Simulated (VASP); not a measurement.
Output of a VASP run:

OSZICAR:
```
       N       E                     dE             d eps       ncg     rms          rms(c)
RMM:   1     0.435964068340E+02    0.43596E+02   -0.24787E+03  2610   0.953E+02
RMM:   2    -0.104625018039E+01   -0.44643E+02   -0.44833E+02  2610   0.204E+02
RMM:   3    -0.550640004793E+01   -0.44601E+01   -0.32298E+01  2610   0.781E+01
RMM:   4    -0.635179790796E+01   -0.84540E+00   -0.26669E+00  2610   0.223E+01
RMM:   5    -0.642191862160E+01   -0.70121E-01   -0.62224E-01  2610   0.104E+01
RMM:   6    -0.644827853299E+01   -0.26360E-01   -0.23982E-01  2610   0.606E+00
RMM:   7    -0.645894058112E+01   -0.10662E-01   -0.10127E-01  2610   0.403E+00
RMM:   8    -0.646384058916E+01   -0.49000E-02   -0.45910E-02  2610   0.255E+00
RMM:   9    -0.646700979142E+01   -0.31692E-02   -0.30768E-02  7613   0.178E+00
RMM:  10    -0.646763693991E+01   -0.62715E-03   -0.62012E-03  7203   0.433E-01
RMM:  11    -0.646766401924E+01   -0.27079E-04   -0.27823E-04  6769   0.153E-01
RMM:  12    -0.646768044810E+01   -0.16429E-04   -0.16205E-04  6235   0.586E-02    0.949E+00
RMM:  13    -0.587095048542E+01    0.59673E+00   -0.56114E+00 10440   0.411E+01    0.695E+00
RMM:  14    -0.546447118744E+01    0.40648E+00   -0.11191E+00 10438   0.176E+01    0.175E+00
RMM:  15    -0.545017630599E+01    0.14295E-01   -0.21258E-03  7877   0.507E-01    0.911E-01
RMM:  16    -0.544765546556E+01    0.25208E-02   -0.28270E-04  6530   0.192E-01    0.234E-01
RMM:  17    -0.544700402758E+01    0.65144E-03   -0.11088E-04  5991   0.115E-01    0.471E-02
RMM:  18    -0.544700913190E+01   -0.51043E-05   -0.22458E-05  6646   0.657E-02    0.265E-02
RMM:  19    -0.544700984993E+01   -0.71803E-06   -0.42763E-06  5489   0.237E-02
   1 F= -.54470098E+01 E0= -.54471784E+01  d E =0.505668E-03  mag=     0.6107
```

**OUTCAR**
```
------------------------ aborting loop because EDIFF is reached ----------------------------------------
  FORCE on cell =-STRESS in cart. coord.  units (eV):
  Direction    XX          YY          ZZ          XY          YZ          ZX
  --------------------------------------------------------------------------------------
  Total       -0.8098128     -0.8098128     -0.8098128      0.0000000      0.0000000     -0.0000000
  in kB     -112.1312602   -112.1312602   -112.1312602      0.0000000      0.0000000     -0.0000000
  external PRESSURE =    -112.1312602 kB  Pullay stress =       0.0000000 kB
  volume of cell :       11.57
      direct lattice vectors                 reciprocal lattice vectors
     0.000000000  1.795200000  1.795200000    -0.278520499  0.278520499  0.278520499
     1.795200000  0.000000000  1.795200000     0.278520499 -0.278520499  0.278520499
     1.795200000  1.795200000  0.000000000     0.278520499  0.278520499 -0.278520499
 POSITION                                       TOTAL-FORCE (eV/Angst)
 -----------------------------------------------------------------------------------
      0.00000      0.00000      0.00000        -0.000000     -0.000000      0.000000
 -----------------------------------------------------------------------------------
    total drift:                                0.000000     -0.000000      0.000000
  FREE ENERGIE OF THE ION-ELECTRON SYSTEM (eV)
  ---------------------------------------------------
  free  energy   TOTEN  =        -5.4470098499 eV

  energy  without entropy=       -5.4475155182  energy(sigma->0) =       -5.44717841

 total charge

# of ion       s       p       d       tot
------------------------------------------
    1        0.472   0.445   8.288   9.205

 magnetization (x)

# of ion       s       p       d       tot
------------------------------------------
    1       -0.007  -0.025   0.660   0.629
```
(Selected blocks of OUTCAR.)

### POSCAR
```
Ni
1
    0.0000000000     1.7952000000     1.7952000000
    1.7952000000     0.0000000000     1.7952000000
    1.7952000000     1.7952000000     0.0000000000
Ni
1
Direct
  0.0000000000   0.0000000000   0.0000000000
```

Task: Reconstruct the remaining input files.

Result: One answer among several that fit: the input of the run itself, PBE GGA, plane waves, VASP's PBE PAW potentials (set 64).

### INCAR
```
SYSTEM = Ni
PREC = Accurate
ENCUT = 400
EDIFF = 1E-6
NELM = 100
ALGO = VeryFast
LREAL = .FALSE.
LASPH = .TRUE.
ISMEAR = 1
SIGMA = 0.1
GGA = PE
LMAXMIX = 4
ISPIN = 2
MAGMOM = 0.8
LORBIT = 10
LWAVE = .FALSE.
LCHARG = .FALSE.
ISIF = 2
```

### KPOINTS
```
Automatic mesh
0
Gamma
16 16 16
0 0 0
```

POTCAR, in this order: Ni (PBE.64 set). Program: vasp_std.

The compound is Ni in the fcc structure. The cell was not relaxed at this level. The run is one of a series of settings (ALGO = VeryFast against the base run), some of them coarse on purpose.
